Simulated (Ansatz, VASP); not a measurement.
# Cross-check of ZrInB (ZrInB in the AlB2 type) between VASP and Ansatz, part 2 of 2

Wanted: the spread between two codes on one cell, functional and k mesh. The cell is generated by rule, not measured, and may not be a known phase. The cell is taken from a series of runs on this material, whose earlier steps may have relaxed, scaled, displaced or heated it; both programs get it as it stands.

VASP 6.6.1 and Ansatz 0.2.0.

So far: Set-up; VASP: relaxation of cell and atoms, PBEsol, pair 1; Ansatz: relaxation of cell and atoms, PBEsol, pair 1; Side by side.

The structure was built from a prototype and need not be the compound's stable phase.

## Step 5: Ansatz: relaxation of cell and atoms, PBEsol, pair 2

Level of this step: Ansatz beside VASP: Kohn-Sham DFT, plane waves, PBEsol (Ansatz).

The relaxed volume is the usual yardstick between codes: in a stiff, nearly cubic crystal its relative difference is about their pressure difference at one cell divided by the bulk modulus.

The cell is taken from a series of runs on this material, whose earlier steps may have relaxed, scaled, displaced or heated it; both programs get it as it stands.

Input file input.yaml:

```yaml
crystal:
  lattice:
    - [3.8710784637, -2.824e-06, 0.0]
    - [-1.9355367862, 3.3524537016, 0.0]
    - [0.0, 0.0, 3.7220185045]
  atoms:
    - { symbol: Zr, position: [0.0, 0.0, 0.0] }
    - { symbol: B, position: [0.3333333333, 0.6666666667, 0.5] }
    - { symbol: In, position: [0.6666666667, 0.3333333333, 0.5] }
kpoints:
  mp_grid: { grid: [9, 9, 8] }
hamiltonian:
  xc: pbesol
  pseudopotentials: { kind: paw, azcp: { folder: soft_1 }, xc_functional: pbe }
scf:
  occupations: { method: methfessel_paxton, width: 0.2 }
output:
  forces: true
  stress: true
  eigenvalues: true
relax:
  adjacent_minimum: "off"
  f_tol: 0.001
  max_steps: 60
  cell: { stress_tol: 0.01 }
```

Command:

```sh
$ ansatz run input.yaml --threads 4 --pin off --max-ram 12288MiB --backend cpu --events-out ev --progress --plain --runs-dir out
```

Numbers of over 12 decimals in the logs are rounded to 6 here.

Output:

```text
[...]
Crystal: 3 atoms, lattice volume = 48.303 Å³
Basis set: ecut = 420 eV, 937 PW (Γ), exchange–correlation on 54×54×50 points (8 copies of the dense FFT grid, shifted against one another)
Bands: 18, of which v1, the nominal top of the filled ones, is band 14 counted from 1 (13 counted from 0)
Symmetry: 12 space group operations
[...]
k-points: 60 of 648 (time reversal used)
[...]
--- Relaxed structure (3 steps of the walk, 3 accepted, 1 SCFs on fresh bases) ---
[...]
cell:  # Å, volume = 48.3008 Å³
    - [3.870673, -2.8237010101669974e-6, 0.0]
    - [-1.935334, 3.352103, 0.0]
    - [0.0, 0.0, 3.722636]
  atoms:
    - { symbol: Zr, position: [0, 0, 0.0] }
    - { symbol: B, position: [0.333333, 0.666667, 0.500000] }
    - { symbol: In, position: [0.666667, 0.333333, 0.500000] }
[key lines of the parts left out:]
SCF converged after 4 iterations
Free energy (F): -9806.621067 eV
Fermi energy:    14.368233 eV
P = ⅓ Tr σ = 0.0022 GPa (0.022 kbar)
```

## Step 6: VASP: relaxation of cell and atoms, PBEsol, pair 2

The same cell, functional, mesh and smearing now go to VASP, with its own data sets.

Input file INCAR:

```
SYSTEM = ZrInB
PREC = Accurate
ENCUT = 500
EDIFF = 1E-07
NELM = 120
ISMEAR = 1
SIGMA = 0.2
LREAL = .FALSE.
ALGO = Normal
GGA = PS
NBANDS = 20
LASPH = .TRUE.
LORBIT = 11
LWAVE = .FALSE.
LCHARG = .FALSE.
ISIF = 3
IBRION = 2
NSW = 80
EDIFFG = -0.005
GGA_COMPAT = .FALSE.
NELMIN = 4
KPAR = 2
```

Input file POSCAR:

```
ZrInB
1.0
    3.8710780000     -0.0000030000      0.0000000000
   -1.9355370000      3.3524540000      0.0000000000
    0.0000000000      0.0000000000      3.7220190000
Zr B In
1 1 1
Direct
    0.0000000000      0.0000000000      0.0000000000
    0.3333334558      0.6666665672      0.4999998657
    0.6666668025      0.3333334328      0.4999998657
```

Input file KPOINTS:

```
Automatic mesh
0
Gamma
9 9 8
0 0 0
```

PAW data sets: Zr_sv, B and In_d (PBE family, release 64).

Command:

```sh
$ mpirun -np 2 vasp_std
```

Output:

```text
[banner, memory and clock lines left out]
running    2 mpi-ranks, on    1 nodes
[...]
[... a notice as in an earlier step ...]

 LDA part: xc-table for (Slater+PW92), standard interpolation
 POSCAR, INCAR and KPOINTS ok, starting setup
[...]
entering main loop
       N       E                     dE             d eps       ncg     rms          rms(c)
DAV:   1     0.260108479447E+03    0.26011E+03   -0.14084E+04  2412   0.176E+03
DAV:   2     0.722690580610E-01   -0.26004E+03   -0.25186E+03  2468   0.440E+02
DAV:   3    -0.199987718314E+02   -0.20071E+02   -0.19571E+02  2900   0.124E+02
DAV:   4    -0.210545617491E+02   -0.10558E+01   -0.10496E+01  4184   0.227E+01
[...]
DAV:  12    -0.189279227082E+02    0.98624E-06   -0.52732E-06  2988   0.178E-02    0.609E-03
DAV:  13    -0.189279222982E+02    0.41002E-06   -0.75410E-07  3872   0.691E-03    0.167E-03
DAV:  14    -0.189279222257E+02    0.72498E-07   -0.19459E-07  2324   0.270E-03
   1 F= -.18927922E+02 E0= -.18928054E+02  d E =-.189279E+02
[...]
DAV:   7    -0.189279297557E+02    0.22566E-06   -0.56398E-08  1680   0.257E-03    0.333E-04
DAV:   8    -0.189279297488E+02    0.69481E-08   -0.14329E-08  1316   0.134E-03
   2 F= -.18927930E+02 E0= -.18928056E+02  d E =-.752302E-05
 trial-energy change:   -0.000008  1 .order   -0.000007   -0.000025    0.000010
 step:   0.7174(harm=  0.7174)  dis= 0.00000  next Energy=   -18.927931 (dE=-0.881E-05)
[...]
N       E                     dE             d eps       ncg     rms          rms(c)
DAV:   1    -0.189279484012E+02   -0.18646E-04   -0.52652E-04  2732   0.329E-01    0.353E-02
DAV:   2    -0.189279329847E+02    0.15417E-04   -0.44563E-05  3180   0.104E-01    0.115E-02
DAV:   3    -0.189279301314E+02    0.28533E-05   -0.10034E-05  4032   0.399E-02    0.759E-03
DAV:   4    -0.189279305148E+02   -0.38345E-06   -0.49808E-07  2940   0.548E-03    0.376E-03
DAV:   5    -0.189279309099E+02   -0.39501E-06   -0.25991E-07  3276   0.469E-03    0.134E-03
DAV:   6    -0.189279310290E+02   -0.11917E-06   -0.21614E-08  1320   0.132E-03    0.467E-04
DAV:   7    -0.189279310989E+02   -0.69874E-07   -0.88879E-09  1272   0.906E-04
   3 F= -.18927931E+02 E0= -.18928059E+02  d E =-.887317E-05
[...]
reached required accuracy - stopping structural energy minimisation
```

OUTCAR, selected parts (step 6):

```text
  Total       -0.0133302     -0.0133302      0.0070646      0.0000000      0.0000000      0.0000000
  in kB       -0.4418682     -0.4418684      0.2341786      0.0000001      0.0000000      0.0000000
  external PRESSURE =      -0.2165193 kB  Pullay stress =       0.0000000 kB

 POSITION                                       TOTAL-FORCE (eV/Angst)
 -----------------------------------------------------------------------------------
     -0.00000     -0.00000      3.72359        -0.000000      0.000000      0.000000
      0.00000      2.23522      1.86179        -0.000000     -0.000000      0.000000
      1.93576      1.11761      1.86179         0.000000     -0.000000      0.000000
 -----------------------------------------------------------------------------------
    total drift:                               -0.000085     -0.000110      0.000242

  FREE ENERGIE OF THE ION-ELECTRON SYSTEM (eV)
  ---------------------------------------------------
  free  energy   TOTEN  =       -18.9279310989 eV

  energy  without entropy=      -18.9283136365  energy(sigma->0) =      -18.92805861

[... 2 parts as in an earlier step ...]

[... 2 further parts left out ...]
[key lines of the parts left out:]
E-fermi :  10.0159
```

## Step 7: Differences

Compared:

```
                                         quantity  Ansatz   VASP  difference
                                      volume (Å³)   48.30  48.33     -0.07 %
edge a after relaxation, in the typed setting (Å)   3.871  3.872     -0.02 %
edge c after relaxation, in the typed setting (Å)   3.723  3.724     -0.03 %
```

## Step 8: VASP: zone-centre phonons, PBEsol

Second derivatives magnify differences that forces hide, and they need a tight electronic threshold.

Input file INCAR:

```
SYSTEM = ZrInB
PREC = Accurate
ENCUT = 500
EDIFF = 1E-08
NELM = 120
ISMEAR = 1
SIGMA = 0.2
LREAL = .FALSE.
ALGO = Normal
GGA = PS
NBANDS = 20
LASPH = .TRUE.
LORBIT = 11
LWAVE = .FALSE.
LCHARG = .FALSE.
ISIF = 2
IBRION = 8
GGA_COMPAT = .FALSE.
KPAR = 2
```

Input file POSCAR:

```
ZrInB
1.0
    3.8706731571     -0.0000028237      0.0000000000
   -1.9353341331      3.3521026956      0.0000000000
    0.0000000000      0.0000000000      3.7226357473
Zr B In
1 1 1
Direct
    0.0000000000      0.0000000000      0.0000000000
    0.3333333333      0.6666666667      0.5000000000
    0.6666666667      0.3333333333      0.5000000000
```

Input file KPOINTS:

```
Automatic mesh
0
Gamma
6 6 4
0 0 0
```

Command:

```sh
$ mpirun -np 2 vasp_std
```

Output:

```text
[... set-up lines as in an earlier step ...]
 entering main loop
       N       E                     dE             d eps       ncg     rms          rms(c)
DAV:   1     0.265383571008E+03    0.26538E+03   -0.13907E+04   840   0.175E+03
DAV:   2     0.789980502130E+00   -0.26459E+03   -0.25532E+03   860   0.448E+02
DAV:   3    -0.199410785915E+02   -0.20731E+02   -0.20332E+02  1036   0.126E+02
DAV:   4    -0.210565564224E+02   -0.11155E+01   -0.11083E+01  1476   0.228E+01
[...]
DAV:  15    -0.189181256792E+02   -0.29225E-07   -0.10922E-08   736   0.899E-04    0.201E-04
DAV:  16    -0.189181256433E+02    0.35892E-07   -0.10581E-09   544   0.356E-04    0.165E-04
DAV:  17    -0.189181256380E+02    0.52578E-08   -0.53903E-10   540   0.204E-04
   1 F= -.18918126E+02 E0= -.18918736E+02  d E =0.183150E-02
 Linear response reoptimize wavefunctions to high precision
DAV:   1    -0.189181256390E+02   -0.10091E-08   -0.21654E-10   532   0.131E-04
DAV:   2    -0.189181256391E+02   -0.42292E-10   -0.54714E-11   500   0.719E-05
 Linear response DOF=           6
 Linear response progress:
[...]
RMM:  19    -0.236392073185E+00    0.10756E-06    0.11333E-07  5298   0.949E-05    0.430E-05
RMM:  20    -0.236391987250E+00    0.85936E-07    0.36788E-09  5465   0.764E-05    0.138E-05
RMM:  21    -0.236391981241E+00    0.60092E-08    0.83802E-08  5689   0.499E-05    0.113E-05
 first order change of Fermi-energy   0.27676E-04
 force on displaced ion       3 direction 1 : -16.361  -0.002   0.000
 Linear response progress:
  Degree of freedom:   6/  6
       N       E                     dE             d eps       ncg     rms          rms(c)
RMM:   1    -0.232655669167E+00   -0.23266E+00    0.87717E-02  1263   0.651E+00
RMM:   2    -0.234671168678E+00   -0.20155E-02   -0.25023E-02  1531   0.109E+00    0.768E-02
RMM:   3    -0.235186922604E+00   -0.51575E-03   -0.25399E-03  1704   0.324E-01    0.478E-02
RMM:   4    -0.235441487927E+00   -0.25457E-03   -0.31647E-04  1905   0.117E-01    0.179E-02
[...]
RMM:  16    -0.235596368499E+00    0.13619E-06    0.82674E-08  2059   0.139E-04    0.298E-05
RMM:  17    -0.235596387976E+00   -0.19476E-07    0.54763E-08  2254   0.928E-05    0.332E-05
RMM:  18    -0.235596387153E+00    0.82304E-09    0.39806E-08  2011   0.653E-05    0.374E-05
 first order change of Fermi-energy  -0.16175E-03
 force on displaced ion       3 direction 3 :   0.000  -0.000  -7.220
 Linear response finished
```

OUTCAR, selected parts (step 8):

```text
  Total        0.0977852      0.0977852     -0.1412431      0.0000000      0.0000000      0.0000000
  in kB        3.2436176      3.2436176     -4.6851517      0.0000000      0.0000000      0.0000000
  external PRESSURE =       0.6006945 kB  Pullay stress =       0.0000000 kB

 POSITION                                       TOTAL-FORCE (eV/Angst)
 -----------------------------------------------------------------------------------
      0.00000      0.00000      0.00000        -0.000000      0.000000      0.000000
      0.00000      2.23473      1.86132        -0.000000      0.000000      0.000000
      1.93534      1.11737      1.86132         0.000000     -0.000000      0.000000
 -----------------------------------------------------------------------------------
    total drift:                                0.000000     -0.000000      0.000000

[... 2 further parts left out ...]
```

## Step 9: Ansatz: zone-centre phonons, PBEsol

The same cell, functional, mesh and smearing now go to Ansatz, which takes its cutoff from its data sets.

The cell is taken from a series of runs on this material, whose earlier steps may have relaxed, scaled, displaced or heated it; both programs get it as it stands.

Input file input.yaml:

```yaml
crystal:
  lattice:
    - [3.8706731571, -2.8237e-06, 0.0]
    - [-1.9353341331, 3.3521026956, 0.0]
    - [0.0, 0.0, 3.7226357473]
  atoms:
    - { symbol: Zr, position: [0.0, 0.0, 0.0] }
    - { symbol: B, position: [0.3333333333, 0.6666666667, 0.5] }
    - { symbol: In, position: [0.6666666667, 0.3333333333, 0.5] }
kpoints:
  mp_grid: { grid: [6, 6, 4] }
hamiltonian:
  xc: pbesol
  pseudopotentials: { kind: paw, azcp: { folder: soft_1 }, xc_functional: pbe }
scf:
  occupations: { method: methfessel_paxton, width: 0.2 }
output:
  eigenvalues: true
phonons:
  method: dfpt
  qmesh: [2, 2, 2]
  temperatures: { t_max: 1000, t_step: 50 }
  qpath:
    path:
      - [[0.0, 0.0, 0.0], [0.5, 0.0, 0.0], [0.33333333, 0.33333333, 0.0], [0.0, 0.0, 0.0], [0.0, 0.0, 0.5], [0.5, 0.0, 0.5], [0.33333333, 0.33333333, 0.5], [0.0, 0.0, 0.5]]
      - [[0.5, 0.0, 0.5], [0.5, 0.0, 0.0]]
      - [[0.33333333, 0.33333333, 0.5], [0.33333333, 0.33333333, 0.0]]
    npoints: 10
```

Command:

```sh
$ ansatz run input.yaml --threads 4 --pin off --max-ram 12288MiB --backend cpu --events-out ev --progress --plain --runs-dir out
```

Output:

```text
[...]
largest difference from the sums on the solved wave vectors: F 1.50e-1 eV, S 2.00e-4 and C_V 5.18e-5 eV/K
  zero-point energy: 0.126849 eV/cell   skipped modes (ω ≤ 0): 391, of them read as no rigid motion or as one in doubt: 388 (1.048e0 modes/cell left out, lowest -201.62 cm⁻¹)   left out of the sums: 1.17e-1 of the cell's modes: C_V's classical limit lies that fraction below 3 k_B per atom; for a crystal, a wire or a layer, F and S can be off by more, and a phonons.interpolated_qmesh denser along its periods is the remedy for the sampling
[key lines of the parts left out:]
SCF converged after 9 iterations
Free energy (F): -9806.611245 eV
Fermi energy:    14.630250 eV
```

## Step 10: Side by side

What differs besides the data sets and the points named for the pairs above, as far as they apply: VASP's run holds the zone centre alone. Total energies have different zeros and are not compared.

The two programs side by side:

```
                                              quantity  Ansatz    VASP  difference
optical mode 1 (imaginary, printed as negative) (cm⁻¹)  -201.6  -200.0        -1.6
                            optical mode 2 to 3 (cm⁻¹)   182.9   184.2     -0.69 %
                                 optical mode 4 (cm⁻¹)   199.7   201.7     -1.01 %
                            optical mode 5 to 6 (cm⁻¹)   485.6   483.9     +0.33 %
```

Modes are paired by rising frequency, not by their patterns, so a pair may set unlike modes beside each other; they are those without the splitting of longitudinal modes.

## Step 11: What came out

| Property | Result |
| --- | --- |
| difference in volume (relaxation of cell and atoms, PBEsol, pair 1) | -0.057 % |
| difference in volume (relaxation of cell and atoms, PBEsol, pair 2) | -0.069 % |
| r.m.s. difference of the optical zone-centre modes, each program's sorted by frequency (zone-centre phonons, PBEsol) | 1.6 cm⁻¹ |
| difference in optical mode 4 (zone-centre phonons, PBEsol) | -1.0 % |

What this shows: The difference in volume is -0.069 % (relaxation of cell and atoms, PBEsol, pair 2), within the 1.2 % picked in this series as the mark of a large difference, as far as the stopping tolerances let one tell. Among the rows given in per cent, the largest difference of the zone-centre phonons, PBEsol pair is in optical mode 4, -1.0 %. 1 further run of this series is not shown here. How closely two codes agree says nothing of how well the functional describes the real material.

[Lines on the potential files, build, host, timing and source positions are cut from VASP's logs without a mark.]

[Logs are printed without paths, hosts, clocks, repeated set-up lines and the standing remarks that a program may print on its own settings, such as how far it seeks lower states.]

[Hosts, paths, dates, database ids (printed as entryN), source tags and the programs' standing remarks are cut or masked in the printed files.]
